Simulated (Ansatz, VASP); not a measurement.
# HfC in two plane-wave programs

One calculation is typed for both programs; each brings its own data sets. How far apart do they land? Of the first pair: The structure shown is the end of the Ansatz relaxation below.

Calculated with Ansatz 0.2.0; plane waves, with VASP 6.6.1 beside it; single point at LDA and zone-centre phonons at LDA.

### Step 1. Starting point

Symmetry: R-3m, No. 166, trigonal system. Conventional cell: a = 3.330 Å, b = 3.330 Å, c = 7.783 Å, α = 90.00°, β = 90.00°, γ = 120.00°. Nearest to C lie 6 Hf at 2.32 Å. Hf has 6 C at 2.32 Å nearest. Farther neighbours are not listed.

### Step 2. Ansatz: relaxation, LDA

Ansatz runs on its PAW soft_1 files.

This run makes the geometry at which the two programs are then compared.

input.yaml reads:

```yaml
crystal:
  lattice:
    - [-0.0634541198, 2.2915096569, 2.2915096569]
    - [2.2915096569, -0.0634541198, 2.2915096569]
    - [2.2915096569, 2.2915096569, -0.0634541198]
  atoms:
    - { symbol: C, position: [0.0, 0.0, 0.0] }
    - { symbol: Hf, position: [0.5, 0.5, 0.5] }
  conventional_axes: [[-1, 1, 0], [0, -1, 1], [1, 1, 1]]
kpoints:
  mp_grid: { grid: [16, 16, 16] }
hamiltonian:
  xc: lda
  pseudopotentials: { kind: paw, azcp: { folder: soft_1 }, xc_functional: pbe }
scf:
  occupations: { method: methfessel_paxton, width: 0.2 }
output:
  forces: true
  stress: true
  eigenvalues: true
relax:
  adjacent_minimum: "off"
  f_tol: 0.001
  max_steps: 60
  cell: { stress_tol: 0.01, fix: [a, b, gamma] }
```

Command:

```console
$ ansatz run input.yaml --threads 4 --pin off --max-ram 10240MiB --backend cpu --events-out ev --progress --plain --runs-dir out
```

Numbers of over 12 decimals in the logs are rounded to 6 here.

What it wrote:

```text
Engine: ansatz 0.2.0, aarch64-unknown-linux-gnu
Pseudopotentials: kind: paw
Pseudopotential: C, paw, valence charge 4, recommended cutoff 420 eV (normal), soft_1/C.paw.azcp
Pseudopotential: Hf, paw, valence charge 26, recommended cutoff 420 eV (normal), soft_1/Hf.paw.azcp
Functional definition: SPW92
  exchange = slater_x
  correlation = pw_c
Crystal: 2 atoms, lattice volume = 25.065 Å³
Basis set: ecut = 420 eV, 513 PW (Γ)
Bands: 19, of which v1, the nominal top of the filled ones, is band 15 counted from 1 (14 counted from 0)
Symmetry: 12 space group operations
Space group: R-3m (ITA 166), of the structure as read, at distance tolerance 2.9e-5 Å
k-points: 417 of 4096
Non-local potential: C, projectors of the file, l = 0: 2, l = 1: 2, l = 2: 1
Non-local potential: Hf, projectors of the file, l = 0: 3, l = 1: 2, l = 2: 2, l = 3: 3
PAW form: soft (Blöchl's): semilocal exchange-correlation on the pseudo side does not see the compensation charge
PAW frozen core: C, regenerated for the run's functional, and the local potential with it (the file was generated under x = pbe(κ = 0.804, μ = 0.219515), c = pbe(β = 0.066725))
PAW frozen core: Hf, regenerated for the run's functional, and the local potential with it (the file was generated under x = pbe(κ = 0.804, μ = 0.219515), c = pbe(β = 0.066725))
PAW one-centre angular grid: C, 110 points (default); XC on 64 Gauss nodes
PAW one-centre angular grid: Hf, 590 points (default); XC on 64 Gauss nodes
Initial density: superposition of atomic densities (chi_scale 0.1, normalization cell, long waves kept (reshape's long-wave potential 0.00 eV rms))
Initial wavefunctions: pseudopotential atomic-orbital guess
Functional: x = slater, c = lda
SCF iter   1: F=—  HF=-15723.047852 eV  |F-HF|=—  |Δ(HF+E_count)|=         —  Δρ=8.68e-2  dr2=2.61e0  ethr=3.10e-3  ⟨swp⟩=4.8  Hψ=33786  notcnv=0
preconditioner: auto → Kerker (q_TF=auto, 2.811 Å⁻¹)  [metal: Δε(μ)=0.052 eV  Ē_g=17.624 eV  σ=0.200 eV  W_gap=0.21  n_scr=14 (ndim 8)  ℏωp=39.2 eV  f_vac=0.000  D(μ)=0.18/eV (n_scr^D=0)]
SCF iter   2: F=—  HF=-15722.503840 eV  |F-HF|=—  |Δ(HF+E_count)|=   5.44e-1  S|Δr|=    0.00e0  Δρ=3.14e-2  dr2=2.42e-1  ethr=3.10e-3  ⟨swp⟩=2.1  Hψ=13819  notcnv=0  defer=1
SCF iter   3: F=—  HF=-15722.449576 eV  |F-HF|=—  |Δ(HF+E_count)|=   5.43e-2  S|Δr|=    0.00e0  Δρ=1.39e-2  dr2=3.09e-2  ethr=8.08e-4  ⟨swp⟩=2.0  Hψ=13854  notcnv=0
SCF iter   4: F=—  HF=-15722.441660 eV  |F-HF|=—  |Δ(HF+E_count)|=   7.92e-3  S|Δr|=    0.00e0  Δρ=7.68e-3  dr2=7.30e-3  ethr=1.03e-4  ⟨swp⟩=2.1  Hψ=14074  notcnv=0
SCF iter   5: F=—  HF=-15722.440906 eV  |F-HF|=—  |Δ(HF+E_count)|=   7.54e-4  S|Δr|=    0.00e0  Δρ=1.54e-3  dr2=3.13e-4  ethr=2.43e-5  ⟨swp⟩=2.1  Hψ=12205  notcnv=0
SCF iter   6: F=—  HF=-15722.440837 eV  |F-HF|=—  |Δ(HF+E_count)|=   6.90e-5  S|Δr|=    0.00e0  Δρ=2.73e-4  dr2=1.89e-5  ethr=1.04e-6  ⟨swp⟩=2.9  Hψ=14328  notcnv=0
SCF iter   7: F=—  HF=-15722.440842 eV  |F-HF|=—  |Δ(HF+E_count)|=   4.58e-6  S|Δr|=    0.00e0  Δρ=7.44e-5  dr2=1.03e-6  ethr=6.29e-8  ⟨swp⟩=2.2  Hψ=14474  notcnv=0
SCF iter   8: F=-15722.440842 eV  HF=-15722.440842 eV  |F-HF|=3.75e-9  |Δ(HF+E_count)|=   3.93e-8  S|Δr|=    0.00e0  Δρ=1.43e-5  dr2=2.70e-8  ethr=1.00e-12  ⟨swp⟩=5.2  Hψ=72076  notcnv=0
SCF 1 converged in 8 iterations: F = -15722.440842 eV  dr2 = 2.70e-8
  Residual-converged pass: ⟨swp⟩=1.1  Hψ=9736  notcnv=0  max |occ|·‖R‖ = 4.7e-6 eV (tolerance 6.7e-6 eV)  dr2=2.70e-8  dr2_onsite=8.47e-9  max |Δocc| = 1.6e-13
  greatest PAW one-centre occupation: 0.998 electrons in one spin orbital (limit 2), on the Hf atom at site 1 (counted from 0), in its partial waves of l = 3
relax step   1: F+E_penalty+E_count = -15722.44084167 eV  Δ(F+E_penalty+E_count) = +0.000e0 eV  max|allowed force component| = 1.801e-29 eV/Å  Δτ_max = 0.0000 Å  P = -11.275 GPa  Ω = 25.065 Å³  fix = [a, b, gamma]  reactions: a -15.672, b -15.672 GPa  (8 SCF iters, dr2 threshold 1.00e-7 eV, accepted)
[...]
relax step   4: F+E_penalty+E_count = -15722.44212104 eV  Δ(F+E_penalty+E_count) = -2.189e-6 eV  max|allowed force component| = 6.784e-29 eV/Å  Δτ_max = 0.0000 Å  P = -10.030 GPa  Ω = 24.923 Å³  energy of the carried Pulay correction = +1.749e-4 eV  fix = [a, b, gamma]  reactions: a -15.044, b -15.044 GPa  (3 SCF iters, dr2 threshold 2.08e-9 eV, accepted)
[...]
relax step   5: F+E_penalty+E_count = -15722.44196149 eV  Δ(F+E_penalty+E_count) = +1.595e-4 eV  max|allowed force component| = 2.346e-28 eV/Å  Δτ_max = 0.0000 Å  P = -10.038 GPa  Ω = 24.923 Å³  fix = [a, b, gamma]  reactions: a -15.048, b -15.048 GPa  stress off target by 1.69e-2 GPa on what of the cell is left free  SCF on the basis re-selected at this cell (its energy is not comparable with the rows above)  (6 SCF iters)
[...]
relax step   6: F+E_penalty+E_count = -15722.44196273 eV  Δ(F+E_penalty+E_count) = -1.244e-6 eV  max|allowed force component| = 3.261e-29 eV/Å  Δτ_max = 0.0000 Å  P = -10.029 GPa  Ω = 24.922 Å³  energy of the carried Pulay correction = +1.193e-6 eV  fix = [a, b, gamma]  reactions: a -15.044, b -15.044 GPa  (3 SCF iters, dr2 threshold 7.13e-10 eV, accepted)
[...]
relax step   7: F+E_penalty+E_count = -15722.44196138 eV  Δ(F+E_penalty+E_count) = +1.350e-6 eV  max|allowed force component| = 6.311e-29 eV/Å  Δτ_max = 0.0000 Å  P = -10.029 GPa  Ω = 24.922 Å³  fix = [a, b, gamma]  reactions: a -15.044, b -15.044 GPa  stress off target by 6.06e-5 GPa on what of the cell is left free  SCF on the basis re-selected at this cell (its energy is not comparable with the rows above)  (5 SCF iters)
basis re-selected at this cell: Δ(F+E_penalty+E_count) = +1.350e-6 eV, ΔP = -0.000 GPa vs the last step (what re-selecting the basis moved, of the pressure what is left beyond the Pulay correction that the steps carried, after the strain that the cell walked since its last selection, with what the two solves' SCF thresholds leave and, on support functions, any second-order correction that the steps lacked; it is no m [...]
SCF converged after 5 iterations
Stability not checked: this state was not tested for a lower state beside it, because cold or Methfessel-Paxton smearing, or corrected tetrahedra, fill the levels in a way that the test cannot read (fill_not_monotonic; see scf.lower_state_search)
Free energy (F): -15722.441961 eV
Harris-Foulkes:  -15722.441961 eV  (|F-HF|=3.64e-12)
Internal energy: -15722.442754 eV  (E = F + TS)
E sigma→0 (E₀):  -15722.442159 eV
Entropy (-TS):   0.000792 eV (0.396 meV/atom)
Fermi energy:    18.429615 eV
--- Per-component energies (eV) ---
  E_band       = 60.641176
  E_kinetic    = 493.888716
  E_local      = -6219.714950  (includes V_loc(G=0)·N_el)
  E_nonlocal   = 99.057376
  E_hartree    = 3039.271788
  E_xc         = -311.808263
  E_vxc        = -313.739812  (∫ρ·V_xc dr)
  E_paw        = -7547.833545  (= ΣΔE_a)
  E_vpaw       = -77.393836  (= ΣTr[D̂ρ^β])
  E_aug_tail   = 0.000106  (compensation charges beyond the density's cutoff)
  E_ewald      = -5277.823902
  E_core_change = 2.519920  (= ΣΔE_core)
  E_smearing   = 0.000792  (= −TS)
  E_closure    = -0.000000  (closes the sum)
  Σ components = -15722.441961   (vs F -15722.441961, Δ=0.00e0)
--- Forces (eV/Å), atoms counted from 1 ---
  atom   1  C     -0.00000000    -0.00000000    -0.00000000
  atom   2  Hf    -0.00000000    -0.00000000    -0.00000000
  max |Σ_I F_I| component: 1.43e-28 eV/Å
--- Stress (GPa, compression-positive) ---
      -10.029044       5.014491       5.014491
        5.014491     -10.029044       5.014491
        5.014491       5.014491     -10.029044
  P = ⅓ Tr σ = -10.0290 GPa (-100.290 kbar)
--- Band table (eV; the first three rows and the last of 417) ---
  k-point 0: bands = [... 11 lower, 7.4048, 19.3886, 19.3886, 19.4357, 19.4357, 19.6736, 20.1121, 21.7552]
  k-point 1: bands = [... 11 lower, 7.4046, 18.5423, 18.7715, 19.1270, 19.7609, 20.0424, 20.3706, 22.2433]
  k-point 2: bands = [... 11 lower, 7.4049, 17.5024, 17.9618, 18.3353, 20.0908, 20.4406, 20.7720, 23.3018]
  k-point 416: bands = [... 11 lower, 10.3510, 12.2710, 15.0790, 15.0790, 23.8801, 23.8801, 24.2647, 24.8562]
--- Relaxed structure (5 steps of the walk, 4 accepted, 2 SCFs on fresh bases) ---
  F+E_penalty+E_count = -15722.44196138 eV   max|allowed force component| = 6.311e-29 eV/Å   (the final SCF, on the basis selected at the relaxed cell)
  cell:  # Å, volume = 24.9217 Å³
    - [-0.072061, 2.282903, 2.282903]
    - [2.282903, -0.072061, 2.282903]
    - [2.282903, 2.282903, -0.072061]
  atoms:
    - { symbol: C, position: [0, 0, 0] }
    - { symbol: Hf, position: [0.500000, 0.500000, 0.500000] }
```

### Step 3. VASP: single point, LDA, pair 1

The same cell, functional (in two slightly different forms), mesh and smearing now go to VASP, with its own data sets.

Lines of VASP's logs that name or quote its potential files are left out, and so is its time.

INCAR reads:

```
SYSTEM = HfC
PREC = Accurate
ENCUT = 600
EDIFF = 1E-06
NELM = 120
ISMEAR = 1
SIGMA = 0.2
LREAL = .FALSE.
ALGO = Normal
GGA = CA
NBANDS = 13
LASPH = .TRUE.
LORBIT = 11
LWAVE = .FALSE.
LCHARG = .FALSE.
ISIF = 2
GGA_COMPAT = .FALSE.
KPAR = 2
```

POSCAR reads:

```
HfC
1.0
   -0.0720607413      2.2829030354      2.2829030354
    2.2829030354     -0.0720607413      2.2829030354
    2.2829030354      2.2829030354     -0.0720607413
C Hf
1 1
Direct
    0.0000000000      0.0000000000      0.0000000000
    0.5000000000      0.5000000000      0.5000000000
```

KPOINTS reads:

```
Automatic mesh
0
Gamma
16 16 16
0 0 0
```

The projector-augmented-wave data sets are C and Hf_pv (LDA family, release 64).

Command:

```console
$ mpirun -np 2 vasp_std
```

What it wrote:

```text
[banner, memory and clock lines left out]
running    2 mpi-ranks, on    1 nodes
 distrk:  each k-point on    1 cores,    2 groups
 distr:  one band on    1 cores,    1 groups

 POSCAR found type information on POSCAR C Hf
 POSCAR found :  2 types and       2 ions
 LDA part: xc-table for (Slater(with rela. corr.)+CA(PZ))
 , standard interpolation
 POSCAR, INCAR and KPOINTS ok, starting setup
 FFT: planning ... GRIDC
 FFT: planning ... GRID_SOFT
 FFT: planning ... GRID
 WAVECAR not read
 entering main loop
       N       E                     dE             d eps       ncg     rms          rms(c)
DAV:   1     0.236828786308E+02    0.23683E+02   -0.85392E+03 10858   0.118E+03
DAV:   2    -0.242430002053E+02   -0.47926E+02   -0.44903E+02 13775   0.220E+02
DAV:   3    -0.259879334620E+02   -0.17449E+01   -0.17353E+01 13612   0.298E+01
DAV:   4    -0.259984785477E+02   -0.10545E-01   -0.10540E-01 12134   0.276E+00
DAV:   5    -0.259985565630E+02   -0.78015E-04   -0.78013E-04 13683   0.216E-01    0.587E+01
DAV:   6    -0.229421632386E+02    0.30564E+01   -0.14262E+01 12557   0.197E+01    0.421E+01
DAV:   7    -0.228538722588E+02    0.88291E-01   -0.67842E-01 12510   0.565E+00    0.252E+01
DAV:   8    -0.228372415898E+02    0.16631E-01   -0.84263E-02 13302   0.219E+00    0.635E+00
DAV:   9    -0.228294389049E+02    0.78027E-02   -0.34884E-02 12957   0.995E-01    0.196E+00
DAV:  10    -0.228289227016E+02    0.51620E-03   -0.20828E-03 13017   0.329E-01    0.624E-02
DAV:  11    -0.228289211400E+02    0.15616E-05   -0.92944E-05 12857   0.850E-02    0.652E-02
DAV:  12    -0.228289208900E+02    0.25003E-06   -0.22549E-06 12931   0.124E-02
   1 F= -.22828921E+02 E0= -.22829186E+02  d E =0.794974E-03
```

From OUTCAR (step 3):

```text
ion  position               nearest neighbor table
   1  0.000  0.000  0.000-   2 2.32   2 2.32   2 2.32   2 2.32   2 2.32   2 2.32
   2  0.500  0.500  0.500-   1 2.32   1 2.32   1 2.32   1 2.32   1 2.32   1 2.32

  LATTYP: Found a trigonal (rhomboedric) cell.
 ALAT       =     3.2293165358
 COS(alpha) =     0.4682013508

 Subroutine GETGRP returns: Found 12 space group operations
 (whereof 12 operations were pure point group operations)

The static configuration has the point symmetry D_3d.

 Found    417 irreducible k-points:

   k-points           NKPTS =    417   k-points in BZ     NKDIM =    417   number of bands    NBANDS=     13

   dimension x,y,z NGX =    28 NGY =   28 NGZ =   28
   dimension x,y,z NGXF=    56 NGYF=   56 NGZF=   56

   ENCUT  =  600.0 eV  44.10 Ry    6.64 a.u.   6.45  6.45  6.45*2*pi/ulx,y,z

   NELECT =      14.0000    total number of electrons

 k-points in reciprocal lattice and weights: Automatic mesh
   0.00000000  0.00000000  0.00000000       0.000
   0.06250000  0.00000000  0.00000000       0.001
   0.12500000  0.00000000  0.00000000       0.001
   0.18750000  0.00000000  0.00000000       0.001
   0.25000000  0.00000000  0.00000000       0.001
   0.31250000  0.00000000 -0.00000000       0.001
   0.37500000  0.00000000  0.00000000       0.001
   0.43750000  0.00000000  0.00000000       0.001
   0.50000000  0.00000000  0.00000000       0.001
[...]
-0.43750000  0.50000000  0.43750000       0.001
   0.50000000  0.50000000  0.50000000       0.000

 average (electrostatic) potential at core
       1 -51.8564       2 -35.6686

 E-fermi :   5.9328

 k-point     1 :       0.0000    0.0000    0.0000
  band No.  band energies     occupation
      1     -23.4578      2.00000
      2     -23.4578      2.00000
      3     -23.4193      2.00000
      4      -6.2714      2.00000
      5       6.8543     -0.00000
      6       6.8543     -0.00000
      7       6.9740     -0.00000
      8       6.9740     -0.00000
      9       7.1455     -0.00000
    ...

 k-point     2 :       0.0625    0.0000    0.0000
  band No.  band energies     occupation
      1     -23.4838      2.00000
      2     -23.4597      2.00000
      3     -23.4249      2.00000
      4      -6.1718      2.00000
      5       6.0398      0.22277
      6       6.2619     -0.04199
      7       6.6151     -0.00002
      8       7.2840     -0.00000
      9       7.5554     -0.00000
    ...

 k-point     3 :       0.1250    0.0000    0.0000
  band No.  band energies     occupation
    ...
      3     -23.4355      2.00000
      4      -5.8811      2.00000
      5       4.9993      2.00000
      6       5.4580      2.00399
      7       5.8332      1.73835
      8       7.6199     -0.00000
      9       7.9631     -0.00000
     10       8.2879     -0.00000
     11      10.8362      0.00000
     12      10.8611      0.00000
    ...

  Total       -1.5262223     -1.5262223     -1.5262223      0.7785920      0.7785920      0.7785920
  in kB      -98.1186286    -98.1186286    -98.1186286     50.0545520     50.0545520     50.0545520
  external PRESSURE =     -98.1186286 kB  Pullay stress =       0.0000000 kB

  energy-cutoff  :      600.00
  volume of cell :       24.92
      direct lattice vectors                 reciprocal lattice vectors
    -0.072060741  2.282903035  2.282903035    -0.208912813  0.215722169  0.215722169
     2.282903035 -0.072060741  2.282903035     0.215722169 -0.208912813  0.215722169
     2.282903035  2.282903035 -0.072060741     0.215722169  0.215722169 -0.208912813

 POSITION                                       TOTAL-FORCE (eV/Angst)
 -----------------------------------------------------------------------------------
      0.00000      0.00000      0.00000        -0.000000      0.000000     -0.000000
      2.24687      2.24687      2.24687         0.000000     -0.000000      0.000000
 -----------------------------------------------------------------------------------
    total drift:                                0.000000      0.000000      0.000000

  FREE ENERGIE OF THE ION-ELECTRON SYSTEM (eV)
  ---------------------------------------------------
  free  energy   TOTEN  =       -22.8289208900 eV

  energy  without entropy=      -22.8297158636  energy(sigma->0) =      -22.82918588

 total charge
# of ion       s       p       d       tot
------------------------------------------
    1        0.863   1.512   0.000   2.376
    2        0.315   6.634   1.711   8.660
--------------------------------------------------
tot          1.178   8.147   1.711  11.036

[... 3 further parts left out ...]
```

The run ends at a pressure of -9.81 GPa.

### Step 4. Side by side

Known differences besides the potentials themselves: the two LDA forms differ slightly; the data sets hold 30 valence electrons in Ansatz (on its PAW soft_1 files) and 14 in VASP; the cutoff is 420 eV in Ansatz and 600 eV in VASP; VASP's log shows a relativistic correction to its local exchange, Ansatz's none; Ansatz's pressure holds a Pulay correction, VASP's none. Total energies have different zeros and are not compared.

The two programs side by side:

```tsv
quantity	Ansatz	VASP	difference
pressure (GPa)	-10.03	-9.81	-0.22
```

### Step 5. Ansatz: relaxation, LDA

This run makes the geometry at which the two programs are then compared. The cell compared in this pair holds 25.26 Å³, against 24.92 Å³ for the pair before.

The structure compared here is the end of the Ansatz relaxation.

input.yaml, as its differences from that of step 2:

```diff
@@ -2,5 +2,5 @@
   lattice:
-    - [-0.0634541198, 2.2915096569, 2.2915096569]
-    - [2.2915096569, -0.0634541198, 2.2915096569]
-    - [2.2915096569, 2.2915096569, -0.0634541198]
+    - [-0.0873032253, 2.2905242774, 2.2905242774]
+    - [2.2905242774, -0.0873032253, 2.2905242774]
+    - [2.2905242774, 2.2905242774, -0.0873032253]
   atoms:
```

Command:

```console
$ ansatz run input.yaml --threads 4 --pin off --max-ram 10240MiB --backend cpu --events-out ev --progress --plain --runs-dir out
```

What it wrote:

```text
[...]
Crystal: 2 atoms, lattice volume = 25.408 Å³
Basis set: ecut = 420 eV, 513 PW (Γ)
Bands: 19, of which v1, the nominal top of the filled ones, is band 15 counted from 1 (14 counted from 0)
Symmetry: 12 space group operations
[...]
k-points: 417 of 4096
[...]
k-point 416: bands = [... 11 lower, 10.1068, 12.0862, 14.7722, 14.7722, 23.6110, 23.6110, 23.9424, 24.4411]
--- Relaxed structure (5 steps of the walk, 4 accepted, 2 SCFs on fresh bases) ---
[...]
cell:  # Å, volume = 25.2648 Å³
    - [-0.095741, 2.282086, 2.282086]
    - [2.282086, -0.095741, 2.282086]
    - [2.282086, 2.282086, -0.095741]
  atoms:
    - { symbol: C, position: [0, 0, 0] }
    - { symbol: Hf, position: [0.500000, 0.500000, 0.500000] }
[key lines of the parts left out:]
SCF converged after 5 iterations
Free energy (F): -15722.389671 eV
Fermi energy:    18.174613 eV
P = ⅓ Tr σ = -12.9730 GPa (-129.730 kbar)
```

(Part 1 of 2 ends here.)

[Lines on the potential files, build, host, timing and source positions are cut from VASP's logs without a mark.]

[Logs are printed without paths, hosts, clocks, repeated set-up lines and the standing remarks that a program may print on its own settings, such as how far it seeks lower states.]

[Hosts, paths, dates, database ids (printed as entryN), source tags and the programs' standing remarks are cut or masked in the printed files.]
